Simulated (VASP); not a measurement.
Runs of VASP 6.6.1 on TaAs. The cell holds a slab with vacuum, 8 atoms: a = 3.444 Å, b = 3.444 Å, c = 24.772 Å, α = 90.00°, β = 90.00°, γ = 90.00°. 

| level | potentials or basis | gap on the mesh (eV) | largest force (eV/Å) | work function (eV) |
| --- | --- | --- | --- | --- |
| PBEsol | VASP PAW PBE potentials, release 64 (Ta_pv, As) | none | 1.26 | 5.05 |
| RPBE | VASP PAW PBE potentials, release 64 (Ta_pv, As) | none | 0.96 | 4.88 |
| BLYP | VASP PAW PBE potentials, release 64 (Ta_pv, As) | none | 1.11 | 4.70 |
| PBE | VASP PAW PBE potentials, release 64 (Ta_pv, As) | none | 0.94 | (a) |
| LDA | VASP PAW LDA potentials, release 64 (Ta_pv, As) | none | (b) | 5.24 |
| revPBE | VASP PAW PBE potentials, release 64 (Ta_pv, As) | none | 0.96 | 4.88 |
| PW91 | VASP PAW PBE potentials, release 64 (Ta_pv, As) | none | 0.97 | 5.03 |

Alike in all rows: task work function; no spin polarisation; cell as given; k mesh 6 × 6 × 1; cutoff (eV) 520; smearing fermi-dirac 0.05 eV.

Task: Estimate the missing entries.

Result: (a) 4.98; (b) 1.49.

Caveats: the PAW data sets were made with another functional, which shifts forces and pressure a little (some runs).

A k mesh can miss the band edges, and the runs leave out spin-orbit coupling on As, Ta.

A gap of «none» marks a metal or a gap under the smearing width.
